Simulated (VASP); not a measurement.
Input for VASP

**INCAR**
```
SYSTEM = CdTe
PREC = Accurate
ENCUT = 400
EDIFF = 1E-6
NELM = 3
ALGO = Normal
LREAL = .FALSE.
LASPH = .TRUE.
ISMEAR = 0
SIGMA = 0.05
GGA = PE
LMAXMIX = 4
LWAVE = .FALSE.
LCHARG = .FALSE.
ISIF = 2
```

KPOINTS:
```
Automatic mesh
0
Gamma
5 5 5
0 0 0
```

### POSCAR
```
CdTe
1
    0.0000000000     3.3048000000     3.3048000000
    3.3048000000     0.0000000000     3.3048000000
    3.3048000000     3.3048000000     0.0000000000
Cd Te
1 1
Direct
  0.0000000000   0.0000000000   0.0000000000
  0.2500000000   0.2500000000   0.2500000000
```

POTCAR, in this order: Cd Te (PBE.64 set). Program: vasp_std.

What happens when VASP runs on this input?

There is a fault: NELM is too small, so the electronic loop ends before EDIFF is met. The run did not converge; its last values are not results. Against the sound run, the energy per atom (σ→0) falls by 0.104 eV/atom; the pressure falls by 11.84 GPa; the band gap increases by 0.37 eV.

File standard output:
```
 POSCAR found type information on POSCAR CdTe
 POSCAR found :  2 types and       2 ions
 Reading from existing POTCAR
 Reading from existing POTCAR
 LDA part: xc-table for (Slater+PW92), standard interpolation
 POSCAR, INCAR and KPOINTS ok, starting setup
 WAVECAR not read
 entering main loop
       N       E                     dE             d eps       ncg     rms          rms(c)
DAV:   1     0.875354639537E+02    0.87535E+02   -0.72100E+03   260   0.962E+02
DAV:   2    -0.176685374796E+01   -0.89302E+02   -0.86860E+02   320   0.256E+02
DAV:   3    -0.500151011018E+01   -0.32347E+01   -0.32307E+01   305   0.516E+01

 -----------------------------------------------------------------------------
|                                                                             |
|           W    W    AA    RRRRR   N    N  II  N    N   GGGG   !!!           |
|           W    W   A  A   R    R  NN   N  II  NN   N  G    G  !!!           |
|           W    W  A    A  R    R  N N  N  II  N N  N  G       !!!           |
|           W WW W  AAAAAA  RRRRR   N  N N  II  N  N N  G  GGG   !            |
|           WW  WW  A    A  R   R   N   NN  II  N   NN  G    G                |
|           W    W  A    A  R    R  N    N  II  N    N   GGGG   !!!           |
|                                                                             |
|     The electronic self-consistency was not achieved in the given           |
|     number of steps (NELM). The forces and other quantities evaluated       |
|     might not be reliable so examine the results carefully. If you find     |
|     spurious results, we suggest increasing NELM, if you were close to      |
|     convergence or switching to a different ALGO or adjusting the           |
|     density mixing parameters otherwise.                                    |
|                                                                             |
 -----------------------------------------------------------------------------

   1 F= -.50015101E+01 E0= -.50015101E+01  d E =-.317585E-15
```

File OUTCAR:
```
------------------------ aborting loop EDIFF was not reached (unconverged)  ----------------------------
  FORCE on cell =-STRESS in cart. coord.  units (eV):
  Direction    XX          YY          ZZ          XY          YZ          ZX
  --------------------------------------------------------------------------------------
  Total       -5.3344878     -5.3344878     -5.3344878     -0.0000000      0.0000000      0.0000000
  in kB     -118.3962016   -118.3962016   -118.3962016     -0.0000000      0.0000000      0.0000000
  external PRESSURE =    -118.3962016 kB  Pullay stress =       0.0000000 kB
  volume of cell :       72.19
      direct lattice vectors                 reciprocal lattice vectors
     0.000000000  3.304800000  3.304800000    -0.151295086  0.151295086  0.151295086
     3.304800000  0.000000000  3.304800000     0.151295086 -0.151295086  0.151295086
     3.304800000  3.304800000  0.000000000     0.151295086  0.151295086 -0.151295086
  FREE ENERGIE OF THE ION-ELECTRON SYSTEM (eV)
  ---------------------------------------------------
  free  energy   TOTEN  =        -5.0015101102 eV

  energy  without entropy=       -5.0015101102  energy(sigma->0) =       -5.00151011
```
(Selected blocks of OUTCAR.)

To mend it, set NELM = 100.

The mended run (PBE GGA, plane waves, VASP's PBE PAW potentials (set 64)) converges, and its OSZICAR ends with
```
   1 F= -.47932102E+01 E0= -.47932102E+01  d E =-.165862E-12
```

The compound is CdTe in the zinc blende structure. The cell was not relaxed at this level.
